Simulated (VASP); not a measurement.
A run of VASP 6.6.1:

File INCAR:

```
SYSTEM = Mg8CuSi4
ALGO     = Normal         ! electronic algorithm
EDIFF    = 1E-7           ! SCF threshold, eV
ENCUT    = 520            ! plane-wave cutoff, eV
GGA      = PE             ! functional
ISIF     = 2              ! what is computed and relaxed
ISMEAR   = -1             ! smearing method
LASPH    = .True.         ! aspherical terms in the spheres
LCHARG   = .False.        ! write CHGCAR
LREAL    = .False.        ! projectors in reciprocal space
LWAVE    = .False.        ! write WAVECAR
NBANDS   = 34             ! bands
NELM     = 100            ! most SCF steps
PREC     = Accurate       ! precision mode
SIGMA    = 0.05           ! smearing width, eV
```

File KPOINTS:

```
k-points
0
Gamma
  2 2 2
  0 0 0
```

Contents of POSCAR:

```
Mg8CuSi4
1.0
    6.3500000000      0.0000000000      0.0000000000
    0.0000000000      6.3500000000      0.0000000000
    0.0000000000      0.0000000000      6.3500000000
Mg Si Cu
8 4 1
Direct
    0.2550236220      0.3359842520      0.4290866142
    0.6975905512      0.7523937008      0.7375590551
    0.6968346457      0.7488661417      0.2747401575
    0.2965196850      0.1751023622      0.8335748031
    0.7661889764      0.1956377953      0.7960157480
    0.2647874016      0.7515905512      0.2454645669
    0.2653543307      0.6998425197      0.7320000000
    0.7763149606      0.2904094488      0.1961889764
   -0.0237007874     -0.0208818898      0.0299370079
    0.4717165354      0.5192598425      0.0077952756
    0.5094330709      0.0231968504      0.4891338583
   -0.0570551181      0.5128346457      0.5460629921
    0.0145354331     -0.0173543307      0.4069133858
```

Potentials or basis: VASP PAW PBE potentials, release 64 (Mg, Si, Cu).

Run with:

```console
$ cat potpaw_PBE.64/Mg/POTCAR potpaw_PBE.64/Si/POTCAR potpaw_PBE.64/Cu/POTCAR > POTCAR
$ mpirun -np 1 vasp_std > vasp.out
```

Hardware: 1 thread of Intel(R) Xeon(R) Platinum 8488C (Sapphire Rapids), with other jobs on the host.

Task: How long does it take, and how much memory?

Result: It took 88 s on 1 thread of Intel(R) Xeon(R) Platinum 8488C (Sapphire Rapids), with other jobs on the host, peak memory 0.34 GiB. Counts: scf iterations 16, k points 8.
